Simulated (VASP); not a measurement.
An input for Ansatz (written as the equivalent of a VASP run, and not itself run):

Ansatz 0.2 input:
```yaml
crystal:
  lattice:
    - [3.1380600, -5.4352793, 0.0000000]
    - [3.1380600, 5.4352793, 0.0000000]
    - [0.0000000, 0.0000000, 5.0179254]
  atoms:
    - { symbol: Se, position: [0.0000000, 0.1549597, 0.6666670] }
    - { symbol: Se, position: [0.8450403, 0.8450403, 0.0000000] }
    - { symbol: Se, position: [0.1549597, 0.0000000, 0.3333330] }
kpoints:
  mp_grid: { grid: [4, 4, 4] }
hamiltonian:
  xc: revpbe
  pseudopotentials: { kind: paw }
scf:
  occupations: { method: gaussian, width: 0.05 }
  max_iter: 100
relax:
  max_steps: 60
  f_tol: 0.02
  cell: {}
output: { forces: true, stress: true, eigenvalues: true }
```

Question: Translate this input to VASP (INCAR, KPOINTS, POSCAR, choice of POTCAR).

Answer: Several could match; the one computed here: 
POSCAR:
```
Se
1.0
  3.1380599630  -5.4352792569   0.0000000000
  3.1380599630   5.4352792569   0.0000000000
  0.0000000000   0.0000000000   5.0179253555
Se
3
Cartesian
  0.4862729011   0.8422493654   3.3452852430
  5.3035741233   0.0000000000   0.0000000000
  0.4862729011  -0.8422493654   1.6726401125
```

INCAR:
```
SYSTEM  =  Se
PREC  =  Accurate; ENCUT  =  520; LREAL  =  F
LASPH  =  T
EDIFF  =  1E-6; NELM  =  100; ALGO  =  Normal
LMAXMIX  =  4
ISMEAR  =  0; SIGMA  =  0.05
GGA  =  RE
IBRION  =  2; NSW  =  60; ISIF  =  3
EDIFFG  =  -0.02
LWAVE  =  F; LCHARG  =  F
```

**KPOINTS**
```
Automatic mesh
0
Gamma
4 4 4
0 0 0
```

POTCAR, in this order: Se (PBE.64 set). Program: vasp_std.

Limits of the translation: each code has its own PAW files, so the cut-off isn't converted (ENCUT is set for VASP's; basis.ecutwfc is left out, and Ansatz then takes the one that its files recommend); Ansatz stops its SCF on the density residual and VASP on the energy change (EDIFF).

The compound is Se in the trig structure. This run relaxes it. Symmetry was kept, so distortions that lower it aren't found. The start is the result of an earlier pass.
